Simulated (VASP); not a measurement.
# RPA total energies of LiH, part 6 of 6

How do semilocal functionals compare with the RPA for LiH, and at what cost? The scan starts from a database cell scaled to its smallest volume. The cell is of the rock-salt type. The start is a cell from a database of measured crystal structures.

VASP 6.6.1, plane waves and PAW; the level of theory is named at each step.

So far. Step 31 (Exact exchange, volume ratio 1.06): The Hartree-Fock energy on these orbitals is -4.6021 eV an atom. Step 32 (Empty bands, volume ratio 1.06): WAVECAR now holds 344 bands for 2 electrons.

The database entry behind the starting cell differs from other determinations of this structure, so it need not match the best structure at room temperature.

### 33. RPA correlation, volume ratio 1.06

This step: RPA correlation on PBE orbitals; plane waves and PAW (Li_GW, H_GW) (VASP 6.6.1).

RPA correlation at this point.

File INCAR:

```
SYSTEM = LiH
PREC = Accurate
ENCUT = 410
ISMEAR = 0
SIGMA = 0.05
LREAL = .FALSE.
GGA = PE
NBANDS = 344
ALGO = ACFDT
ENCUTGW = 200
NOMEGA = 12
PRECFOCK = Fast
LWAVE = .FALSE.
LCHARG = .FALSE.
```

File POSCAR:

```
LiH
1.0
    0.0000000000      2.0766964161      2.0766964161
    2.0766964161      0.0000000000      2.0766964161
    2.0766964161      2.0766964161      0.0000000000
Li H
1 1
Direct
    0.0000000000      0.0000000000      0.0000000000
    0.5000000000      0.5000000000      0.5000000000
```

File KPOINTS:

```
Automatic mesh
0
Gamma
4 4 4
0 0 0
```

Potentials, in the order of the species: Li_GW and H_GW (PBE family, release 64).

Command:

```
mpirun -np 8 vasp_std
```

Standard output:

```text
[banner, memory and clock lines left out]
running    8 mpi-ranks, on    1 nodes
[...]
[... a notice as in an earlier step ...]

 LDA part: xc-table for (Slater+PW92), standard interpolation
 found WAVECAR, reading the header
 POSCAR, INCAR and KPOINTS ok, starting setup
[...]
reading WAVECAR
 the WAVECAR file was read successfully
 initial charge from wavefunction
 available memory per node:     32.16 GB, setting MAXMEM to     32934

 The Fermi energy was updated, please check that it is located mid-gap
 values below the HOMO (VB) or above the LUMO (CB) will cause erroneous energies
 E-fermi :  -1.3158

 the WAVEDER file was read successfully
 set NWRITE>2 for more details about minimax calculation
 number of imaginary grid points requested:      12
 number of distinct grids requested:  1
 quadrature errors minimized for energies in [ 0.304E+01, 0.412E+03 ]
 bosonic grid (T=0, re) determined with error: 0.6440E-08
 bosonic grid (re): 0.6440E-08
[...]
NQ=   2    0.2500    0.0000    0.0000,
|.........|.........|.........|.........
 performed        526000 updates of chi_q(r,r)
 total number of BLAS operations         55.76 Gflops
NQ=   3    0.5000    0.0000    0.0000,
|.........|.........|.........|.........
 performed        789000 updates of chi_q(r,r)
 total number of BLAS operations         86.10 Gflops
NQ=   4    0.2500    0.2500    0.0000,
|.........|.........|.........|.........
 performed       1052000 updates of chi_q(r,r)
 total number of BLAS operations        119.03 Gflops
NQ=   5    0.5000    0.2500    0.0000,
|.........|.........|.........|.........
 performed       1315000 updates of chi_q(r,r)
 total number of BLAS operations        145.94 Gflops
NQ=   6   -0.2500    0.2500    0.0000,
|.........|.........|.........|.........
 performed       1578000 updates of chi_q(r,r)
 total number of BLAS operations        174.79 Gflops
NQ=   7    0.5000    0.5000    0.0000,
|.........|.........|.........|.........
 performed       1841000 updates of chi_q(r,r)
 total number of BLAS operations        203.15 Gflops
NQ=   8   -0.2500    0.5000    0.2500,
|.........|.........|.........|.........
 performed       2104000 updates of chi_q(r,r)
 total number of BLAS operations        227.73 Gflops
 entering main loop
```

Run time: 4.8 s. Hardware: 8 MPI ranks of Intel Xeon 6975P-C (Granite Rapids), shared host; peak memory 1 GiB; 28 s of CPU time.

Parts of OUTCAR (step 33):

```text
      cutoff energy     smooth cutoff   RPA   correlation   Hartree contr. to MP2
---------------------------------------------------------------------------------
            200.000           160.000       -2.2902647144       -3.2117174797
            190.476           152.381       -2.2812558943       -3.2012459562
            181.406           145.125       -2.2715935556       -3.1899448928
            172.768           138.214       -2.2613547455       -3.1778811339
            164.541           131.632       -2.2504827511       -3.1649980042
            156.705           125.364       -2.2384732628       -3.1506785774
            149.243           119.394       -2.2257093016       -3.1353264088
            142.136           113.709       -2.2124820540       -3.1193007586
  linear regression

[... 2 parts as in an earlier step ...]

[... 2 further parts left out ...]
[key lines of the parts left out:]
E-fermi :  -1.3158
```

The correlation energy is -1.2032 eV an atom, +3 meV against the point before. With exact exchange the total is -5.8053 eV an atom.

### 34. Comparison: r2SCAN, volume ratio 1.06

This step: r2SCAN; plane waves and PAW (Li_GW, H_GW) (VASP 6.6.1).

The comparison at this point.

File INCAR:

```
SYSTEM = LiH
PREC = Accurate
ENCUT = 410
EDIFF = 1E-06
NELM = 100
ISMEAR = 0
SIGMA = 0.05
LREAL = .FALSE.
ALGO = Normal
METAGGA = R2SCAN
LASPH = .TRUE.
NBANDS = 7
LWAVE = .FALSE.
LCHARG = .FALSE.
KPAR = 8
```

POSCAR is that of step 33.

KPOINTS is that of step 33.

Command:

```
mpirun -np 8 vasp_std
```

Standard output:

```text
[... set-up lines as in an earlier step ...]
 entering main loop
       N       E                     dE             d eps       ncg     rms          rms(c)
DAV:   1    -0.610208E+01   -0.61021E+01   -0.14821E+03   133   0.204E+02
DAV:   2    -0.701627E+01   -0.91419E+00   -0.91419E+00   147   0.149E+01
DAV:   3    -0.702144E+01   -0.51728E-02   -0.51728E-02   147   0.103E+00
DAV:   4    -0.702146E+01   -0.17625E-04   -0.17625E-04   154   0.381E-02
[...]
DAV:  11    -0.669280E+01    0.12120E-04   -0.13925E-06   119   0.757E-03    0.504E-04
DAV:  12    -0.669281E+01   -0.10519E-05   -0.11567E-08    56   0.660E-04    0.299E-04
DAV:  13    -0.669281E+01   -0.12562E-06   -0.28005E-09    56   0.297E-04
   1 F= -.66928052E+01 E0= -.66928052E+01  d E =-.313640E-15
```

The job ended after 4 s (8 MPI ranks; peak memory 0.86 GiB; 22 s of CPU time).

Parts of OUTCAR (step 34):

```text
  Total       -0.4438136     -0.4438136     -0.4438136     -0.0000000     -0.0000000      0.0000000
  in kB      -39.6974042    -39.6974042    -39.6974042     -0.0000000     -0.0000000      0.0000000
  external PRESSURE =     -39.6974042 kB  Pullay stress =       0.0000000 kB

 POSITION                                       TOTAL-FORCE (eV/Angst)
 -----------------------------------------------------------------------------------
      0.00000      0.00000      0.00000        -0.000000     -0.000000      0.000000
      2.07670      2.07670      2.07670         0.000000      0.000000     -0.000000
 -----------------------------------------------------------------------------------
    total drift:                                0.000000      0.000000      0.000000

  FREE ENERGIE OF THE ION-ELECTRON SYSTEM (eV)
  ---------------------------------------------------
  free  energy   TOTEN  =        -6.6928052264 eV

  energy  without entropy=       -6.6928052264  energy(sigma->0) =       -6.69280523

[... 2 parts as in an earlier step ...]

[... 1 further part left out ...]
[key lines of the parts left out:]
E-fermi :  -2.8454
```

Its energy is -3.3464 eV an atom, on a zero of its own.

### 35. Orbitals for comparison: HSE06, volume ratio 1.06

This step: PBE; plane waves and PAW (Li_GW, H_GW) (VASP 6.6.1).

Starting orbitals, as before.

File INCAR:

```
SYSTEM = LiH
PREC = Accurate
ENCUT = 410
EDIFF = 1E-05
NELM = 100
ISMEAR = 0
SIGMA = 0.05
LREAL = .FALSE.
ALGO = Normal
GGA = PE
NBANDS = 7
LORBIT = 11
LWAVE = .TRUE.
LCHARG = .FALSE.
KPAR = 8
```

POSCAR is that of step 34.

KPOINTS is that of step 34.

Command:

```
mpirun -np 8 vasp_std
```

Standard output:

```text
[... set-up lines as in an earlier step ...]
 entering main loop
       N       E                     dE             d eps       ncg     rms          rms(c)
[... 4 cycles as in an earlier step ...]
DAV:   5    -0.629526E+01   -0.15513E-06   -0.15513E-06   133   0.250E-03    0.270E+00
DAV:   6    -0.613091E+01    0.16436E+00   -0.14611E-01   112   0.120E+00    0.137E+00
DAV:   7    -0.607810E+01    0.52807E-01   -0.18553E-01   112   0.156E+00    0.239E-01
DAV:   8    -0.607990E+01   -0.18054E-02   -0.34345E-03   112   0.311E-01    0.416E-02
DAV:   9    -0.607986E+01    0.45869E-04   -0.12030E-04   112   0.389E-02    0.270E-03
DAV:  10    -0.607985E+01    0.37392E-05   -0.66986E-06    91   0.160E-02
   1 F= -.60798549E+01 E0= -.60798549E+01  d E =-.618357E-13
 writing wavefunctions
```

Run time: 1 s. Hardware: 8 MPI ranks; peak memory 0.86 GiB.

OUTCAR, selected parts (step 35):

```text
  Total       -0.4319911     -0.4319911     -0.4319911     -0.0000000      0.0000000     -0.0000000
  in kB      -38.6399301    -38.6399301    -38.6399301     -0.0000000      0.0000000     -0.0000000
  external PRESSURE =     -38.6399301 kB  Pullay stress =       0.0000000 kB

  FREE ENERGIE OF THE ION-ELECTRON SYSTEM (eV)
  ---------------------------------------------------
  free  energy   TOTEN  =        -6.0798549008 eV

  energy  without entropy=       -6.0798549008  energy(sigma->0) =       -6.07985490

[... 3 parts as in an earlier step ...]

[... 1 further part left out ...]
[key lines of the parts left out:]
E-fermi :  -2.5885
```

The run ends at a pressure of -3.86 GPa.

### 36. Comparison: HSE06, volume ratio 1.06

This step: HSE06; plane waves and PAW (Li_GW, H_GW) (VASP 6.6.1).

The comparison at this point.

File INCAR:

```
SYSTEM = LiH
PREC = Accurate
ENCUT = 410
EDIFF = 1E-06
NELM = 100
ISMEAR = 0
SIGMA = 0.05
LREAL = .FALSE.
ALGO = Normal
LHFCALC = .TRUE.
AEXX = 0.25
GGA = PE
HFSCREEN = 0.2
LASPH = .TRUE.
NBANDS = 7
PRECFOCK = Fast
LWAVE = .FALSE.
LCHARG = .FALSE.
KPAR = 8
```

POSCAR is that of step 35.

KPOINTS is that of step 35.

The run starts from files that an earlier step left in the folder.

Command:

```
mpirun -np 8 vasp_std
```

Standard output:

```text
[... set-up lines as in an earlier step ...]
 entering main loop
       N       E                     dE             d eps       ncg     rms          rms(c)
DAV:   1    -0.674429E+01   -0.67443E+01   -0.63907E-02   112   0.107E+00    0.854E-02
DAV:   2    -0.674471E+01   -0.42119E-03   -0.59560E-04   112   0.128E-01    0.587E-02
DAV:   3    -0.674471E+01    0.38751E-06   -0.12664E-05   119   0.192E-02    0.367E-02
DAV:   4    -0.674471E+01   -0.35696E-06   -0.78415E-06   112   0.120E-02
   1 F= -.67447127E+01 E0= -.67447127E+01  d E =-.326607E-21
```

It took 3.4 s on 8 MPI ranks; peak memory 1.6 GiB; 18 s of CPU time.

From OUTCAR (step 36):

```text
 POSITION                                       TOTAL-FORCE (eV/Angst)
 -----------------------------------------------------------------------------------
      0.00000      0.00000      0.00000         0.000000      0.000000      0.000000
      2.07670      2.07670      2.07670         0.000000      0.000000     -0.000000
 -----------------------------------------------------------------------------------
    total drift:                               -0.000005     -0.000005     -0.000005

  FREE ENERGIE OF THE ION-ELECTRON SYSTEM (eV)
  ---------------------------------------------------
  free  energy   TOTEN  =        -6.7447127315 eV

  energy  without entropy=       -6.7447127315  energy(sigma->0) =       -6.74471273

[... 2 parts as in an earlier step ...]

[... 1 further part left out ...]
[key lines of the parts left out:]
E-fermi :  -3.2234
```

Its energy is -3.3724 eV an atom, on a zero of its own.

### 37. Summary

This step: exact exchange and RPA correlation on PBE orbitals, beside r2SCAN, beside HSE06; plane waves and PAW (VASP 6.6.1).

Derived from the runs above.

This step gave:

```yaml
equilibrium_volume_exx_rpa: 8.078 Å³/atom
bulk_modulus: 39.00 GPa
```

Table of energy above the lowest point by volume; values in meV/atom:

```csv
volume (Å³/atom),PBE,EXX,EXX+RPA,r2SCAN,HSE06
7.942,0.6,7.14,0.140,0.385,0
8.196,0,2.82,0,0,0.387
8.449,1.41,0.705,1.75,1.55,2.75
8.703,4.01,0,4.62,4.22,6.25
8.956,7.98,0.684,8.70,8.22,11.1
```

Cost is wall time times ranks on a shared host; the RPA row holds all its steps. Fits of the equation of state:

```csv
level,V0 (Å³/atom),B0 (GPa),fit error (meV/atom),minimum inside the series,cost a point (core minutes)
PBE,8.136,38.72,0.05126,yes,0.16
EXX,8.689,27.05,0.03636,yes,0.32
EXX+RPA,8.078,39,0.04055,yes,1.11
r2SCAN,8.11,37.63,0.05297,yes,0.5
HSE06,8.011,41.93,0.04982,yes,0.45
```

### 38. Outcome

| Quantity | Value |
| --- | --- |
| PBE | V0 8.136 Å³/atom, B0 38.7 GPa |
| EXX | V0 8.689 Å³/atom, B0 27.1 GPa |
| EXX+RPA | V0 8.078 Å³/atom, B0 39.0 GPa |
| r2SCAN | V0 8.110 Å³/atom, B0 37.6 GPa |
| HSE06 | V0 8.011 Å³/atom, B0 41.9 GPa |

What this shows: Exact exchange with RPA correlation puts the minimum at 8.078 Å³ an atom, with a bulk modulus of 39.0 GPa. PBE puts the volume 0.72 % above EXX+RPA, at roughly 1/7 of its cost. r2SCAN puts the volume 0.39 % above EXX+RPA, at roughly 1/2 of its cost. HSE06 puts the volume 0.83 % below EXX+RPA, at roughly 1/2 of its cost. Correlation shrinks the exact-exchange volume by 7.0 %. Neither mesh nor response cutoff was varied, so differences in volume under about 1 % aren't resolved. Exact exchange and correlation are taken on one coarse mesh and aren't self-consistent; the correlation energy is extrapolated in the response cutoff by the program, which at the first volume adds -61 meV an atom to the value at the highest cutoff and varies with the volume; a small fit error says nothing about that part. NBANDS follows the largest plane-wave count of any k point, which rises in steps with the volume. The cheaper functionals share the mesh. Not tabulated here, as repeats of values shown or as unfit to read for their mesh, reference level or band range: eps2 curves (empty bands); eps1 curves and static values (empty bands); gaps (empty bands).

[Long decimals in the printed logs are rounded to 6 places.]

[Lines on the potential files, build, host, timing and source positions are cut from VASP's logs without a mark.]

[Logs are printed without paths, hosts, clocks, repeated set-up lines and the standing remarks that a program may print on its own settings, such as how far it seeks lower states.]

[Hosts, paths, dates, database ids (printed as entryN), source tags and the programs' standing remarks are cut or masked in the printed files.]

[Measured values are set beside computed ones only where the two were judged alike; some that the calculation misses by far are left out.]

[Pressures printed for these runs are not shown converged in the cutoff: they can be off by several GPa and have the wrong sign.]
